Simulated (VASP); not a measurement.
Consider the following.

```yaml
crystal:
  lattice:
    - [0.00000, 2.26607, 2.26607]
    - [2.26607, 0.00000, 2.26607]
    - [2.26607, 2.26607, 0.00000]
  atoms:
    - { symbol: B, position: [0.00000, 0.00000, 0.00000] }
    - { symbol: P, position: [0.25000, 0.25000, 0.25000] }
```

Level of theory: PBE GGA, VASP's PBE PAW potentials (set 64) (plane waves; VASP). Run with 400 eV cut-off, 10×10×10 Γ-centred mesh, Gaussian smearing of 0.010 eV, potentials B P.

At this cut-off the stress carries a Pulay error, which pulls relaxed volumes low.

**Question.** Give the stress tensor in GPa (positive for a compressed cell).

**Answer.** 
```
1.57  0.00  0.00
0.00  1.57  0.00
0.00  0.00  1.57
```
The pressure is its mean diagonal, 1.57 GPa.

The structure comes from a computed database's BP entry; how it stands against other phases isn't given here. The cell was not relaxed at this level.
